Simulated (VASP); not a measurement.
Data:

```yaml
crystal:
  lattice:
    - [2.26670, -3.92604, 0.00000]
    - [2.26670, 3.92604, 0.00000]
    - [0.00000, 0.00000, 7.37440]
  atoms:
    - { symbol: Mg, position: [0.66667, 0.33333, 0.49973] }
    - { symbol: Mg, position: [0.33333, 0.66667, 0.99973] }
    - { symbol: Te, position: [0.66667, 0.33333, 0.87627] }
    - { symbol: Te, position: [0.33333, 0.66667, 0.37627] }
```

Method: optB86b-vdW, VASP's PBE PAW potentials (set 64) (plane waves; VASP). Settings: 520 eV cut-off, 6×6×3 Γ-centred mesh, Gaussian smearing of 0.050 eV, potentials Mg Te.

Unless said otherwise, spin-orbit coupling is left out, though it shifts the bands of the heavy elements here.

Question: Predict the energy per atom (σ→0), pressure, band gap (on the k-mesh) with the smallest direct gap where there is one.

Answer: 
```
Quantity                                     Result
-----------------------------------  --------------
band gap (on the k-mesh)                    2.58 eV
smallest direct gap (on the k-mesh)         2.58 eV
energy per atom (σ→0)                -1.581 eV/atom
pressure                                   1.12 GPa
```

The absolute energy has meaning only against runs of the same code, potentials and settings.

The compound is MgTe in the wurtzite structure. This cell is one point of a volume scan, at 0.97 of the reference volume.
